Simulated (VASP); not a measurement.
A convergence study with VASP on PbS (rock salt): a few settings are varied, all else stays as given below, so the limit is that of these other settings. The cell's lengths are 1 % over those of the tabulated start and one atom is moved, so it is off equilibrium.

```xyz
2
Lattice="0.0000 2.9997 2.9997 2.9997 0.0000 2.9997 2.9997 2.9997 0.0000" Properties=species:S:1:pos:R:3 pbc="T T T"
Pb     0.0000     0.0000     0.0000
S      3.0603     2.9997     2.9997
```

All values below come from PBEsol GGA, VASP's PBE PAW potentials (set 64) (plane waves; VASP). The last row used: 550 eV cut-off, 7×7×7 Γ-centred mesh, Gaussian smearing of 0.050 eV, potentials Pb_d S.

| setting | E (eV/atom) | pressure (GPa) | electronic steps |
|---|---|---|---|
| ALGO = Normal, EDIFF = 1E-2 | -4.7188 | -2.80 | 8 |
| ALGO = Normal, EDIFF = 1E-3 | -4.7187 | -2.34 | 9 |
| ALGO = Normal, EDIFF = 1E-4 | -4.7188 | -2.63 | 10 |
| ALGO = Normal, EDIFF = 1E-5 | -4.7188 | -2.64 | 11 |
| ALGO = Normal, EDIFF = 1E-6 | -4.7188 | -2.66 | 12 |
| ALGO = Normal, EDIFF = 1E-7 | -4.7188 | -2.65 | 14 |
| ALGO = Normal, EDIFF = 1E-8 | -4.7188 | -2.65 | 15 |
| ALGO = Normal, EDIFF = 1E-9 | -4.7188 | -2.65 | 19 |
| ALGO = Fast, EDIFF = 1E-2 | -4.7203 | -3.23 | 8 |
| ALGO = Fast, EDIFF = 1E-3 | -4.7187 | -2.91 | 10 |
| ALGO = Fast, EDIFF = 1E-4 | -4.7188 | -2.96 | 11 |
| ALGO = Fast, EDIFF = 1E-5 | -4.7188 | -2.76 | 12 |
| ALGO = Fast, EDIFF = 1E-6 | -4.7188 | -2.77 | 14 |
| ALGO = Fast, EDIFF = 1E-7 | -4.7188 | -2.66 | 16 |
| ALGO = Fast, EDIFF = 1E-8 | -4.7188 | -2.65 | 17 |
| ALGO = Fast, EDIFF = 1E-9 | -4.7188 | -2.65 | 20 |
| ALGO = All, EDIFF = 1E-2 | -4.7178 | -3.26 | 10 |
| ALGO = All, EDIFF = 1E-3 | -4.7187 | -2.42 | 12 |
| ALGO = All, EDIFF = 1E-4 | -4.7187 | -2.65 | 13 |
| ALGO = All, EDIFF = 1E-5 | -4.7188 | -2.59 | 15 |
| ALGO = All, EDIFF = 1E-6 | -4.7188 | -2.66 | 17 |
| ALGO = All, EDIFF = 1E-7 | -4.7188 | -2.66 | 20 |
| ALGO = All, EDIFF = 1E-8 | -4.7188 | -2.65 | 23 |
| ALGO = All, EDIFF = 1E-9 | -4.7188 | -2.65 | 23 |

Left out are rungs that failed or repeat a setting and relaxations that didn't move; long series are thinned to 24 rows.

The compound is PbS in the rock salt structure. The cell was not relaxed at this level, it is distorted from the ideal structure.
